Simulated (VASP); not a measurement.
## InAg3 under changes of volume

One of the cells (18.147 Å³/atom); the others are scaled copies at fixed shape and fractional positions:

```
CELL_PARAMETERS angstrom
4.17144 0.00000 0.00000
0.00000 4.17144 0.00000
0.00000 0.00000 4.17144
ATOMIC_POSITIONS crystal
In 0.00000 0.00000 0.00000
Ag 0.50000 0.50000 0.00000
Ag 0.50000 0.00000 0.50000
Ag 0.00000 0.50000 0.50000
```

- Program: VASP 6.6.1
- Functional: PBEsol
- Potentials or basis: VASP PAW PBE potentials, release 64 (In_d, Ag)
- Cutoff: 520 eV
- k mesh: 7 × 7 × 7
- Occupations: fermi-dirac, width 0.05 eV
- Spin: no spin polarisation

```tsv
volume (Å³/atom)	energy over the lowest point (meV/atom)	pressure (GPa)
16.723	19.29	7.1
17.079	6.66	4.2
17.435	0.00	1.7
18.147	1.75	-2.4
18.503	8.88	-4.1
18.858	?	?
```

**Question.** What does the run at 18.858 Å³/atom give?

**Answer.** Energy over the lowest point 19.47 meV/atom; pressure -5.5 GPa.

Worked out: A Birch-Murnaghan fit of order 3 (a polynomial in V^(-2/3)) to the other rows has its minimum at 17.72 Å³/atom with B0 = V·E''(V) = 105 GPa and B' = 5.8. It gives 19.45 meV/atom at 18.858 Å³/atom, against the run's 19.47, and -dE/dV = -5.5 GPa, against -5.5.

Energies are extrapolated to zero smearing.

Caveats: the PAW data sets were made with another functional, which shifts forces and pressure a little.
